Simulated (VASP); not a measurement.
Here is the system:

```
CELL_PARAMETERS angstrom
      1.50940    -2.61435     0.00000
      1.50940     2.61435     0.00000
      0.00000     0.00000     3.18618
ATOMIC_POSITIONS crystal
  Ti 0.00000 0.00000 0.00000
  B  0.33333 0.66667 0.50000
  B  0.66667 0.33333 0.50000
```

All values below come from PBEsol GGA, VASP's PBE PAW potentials (set 64) (plane waves; VASP). Settings: 520 eV cut-off, 16×16×13 Γ-centred mesh, tetrahedra with Blöchl corrections, potentials Ti_sv B.

Q: Predict the energy per atom (σ→0), band gap (on the k-mesh) with the smallest direct gap where there is one.

A: 
The band gap (on the k-mesh) is none (metal, semimetal or under 0.01 eV) and the energy per atom (σ→0) is -8.597 eV/atom.

The compound is TiB2 in the AlB2 type structure. It was relaxed first.
